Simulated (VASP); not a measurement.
SnO2 (rutile): the bulk modulus from VASP (plane waves, PAW) at several levels of theory. Static lattice, third-order Birch-Murnaghan fit over five volumes.

| level | bulk modulus (GPa) |
|---|---|
| LDA | 202 |
| PBE | 165 |
| PBEsol | 185 |
| revPBE | 154 |
| PW91 | 168 |
| PBE-D3 (zero damping) | 174 |
| optB86b-vdW | 179 |
| vdW-DF2 | 144 |
| vdW-DF-cx | 183 |
| TPSS | 180 |
| SCAN | 205 |
| r2SCAN | 201 |

The cell of the LDA run:

```cif
data_O4Sn2
_chemical_formula_sum 'Sn2 O4'
_space_group_name_H-M_alt 'P42/mnm'
_space_group_IT_number 136
_space_group_name_Hall '-P 4n 2n'
_cell_length_a 4.73107
_cell_length_b 4.73107
_cell_length_c 3.19767
_cell_angle_alpha 90.000
_cell_angle_beta 90.000
_cell_angle_gamma 90.000
loop_
_atom_site_label
_atom_site_type_symbol
_atom_site_symmetry_multiplicity
_atom_site_Wyckoff_symbol
_atom_site_fract_x
_atom_site_fract_y
_atom_site_fract_z
_atom_site_occupancy
Sn1 Sn 2 a 0.00000 0.00000 0.00000 1
O1 O 4 f 0.30598 0.30598 0.00000 1
```

Only levels that ran to the end are used. Left out are those held back, those with too coarse a band path, GW runs whose mesh misses a band edge, hybrids' fits of cells that aren't cubic and levels without matching references; a question may draw on a part of the rest.

The compound is SnO2 in the rutile structure.
